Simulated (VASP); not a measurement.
A VASP calculation is set up with these files.

### POSCAR
```
InSb
1
    0.0000000000     3.2400000000     3.2400000000
    3.2400000000     0.0000000000     3.2400000000
    3.2400000000     3.2400000000     0.0000000000
In Sb
1 1
Direct
  0.0000000000   0.0000000000   0.0000000000
  0.2500000000   0.2500000000   0.2500000000
```

**KPOINTS**
```
Regular mesh
0
G
  6 6 6
0 0 0
```

### INCAR
```
SYSTEM = InSb
PREC = Accurate
ENCUT = 520
EDIFF = 1E-6
NELM = 100
ALGO = Normal
LREAL = .FALSE.
LASPH = .TRUE.
ISMEAR = 0
SIGMA = 0.05
GGA = PS
LMAXMIX = 4
LWAVE = .FALSE.
LCHARG = .FALSE.
IBRION = 2
ISIF = 3
NSW = 60
EDIFFG = -0.01
```

POTCAR, in this order: In_d Sb (PBE.64 set). Program: vasp_std.

### Question
Write an equivalent input for Quantum ESPRESSO's pw.x.

### Answer
One equivalent input (not run):
```
&CONTROL
  calculation = 'vc-relax'
  pseudo_dir = './pseudo'
  outdir = './out'
  tprnfor = .true.
  tstress = .true.
  nstep = 60
  forc_conv_thr = 0.00039
/
&SYSTEM
  ibrav = 0
  nat = 2
  ntyp = 2
  ecutwfc = 80
  occupations = 'smearing'
  smearing = 'gaussian'
  degauss = 0.003675
  input_dft = 'pbesol'
/
&ELECTRONS
  conv_thr = 7.3e-08
  electron_maxstep = 100
/
&IONS
/
&CELL
/
ATOMIC_SPECIES
  In 114.818 In.upf
  Sb 121.760 Sb.upf
CELL_PARAMETERS angstrom
     0.0000000    3.2400000    3.2400000
     3.2400000    0.0000000    3.2400000
     3.2400000    3.2400000    0.0000000
ATOMIC_POSITIONS crystal
  In   0.0000000  0.0000000  0.0000000
  Sb   0.2500000  0.2500000  0.2500000
K_POINTS automatic
  6 6 6 0 0 0
```
Limits of the translation: the potentials are each code's own (VASP's PAW set, PseudoDojo norm-conserving files in pw.x), so ENCUT and ecutwfc are chosen apart and not converted; conv_thr bounds pw.x's estimated SCF error, while EDIFF bounds the energy change between steps; forc_conv_thr acts on force components and is met together with etot_conv_thr.

The compound is InSb in the zinc blende structure. This run relaxes it. Symmetry was kept, so distortions that lower it aren't found.
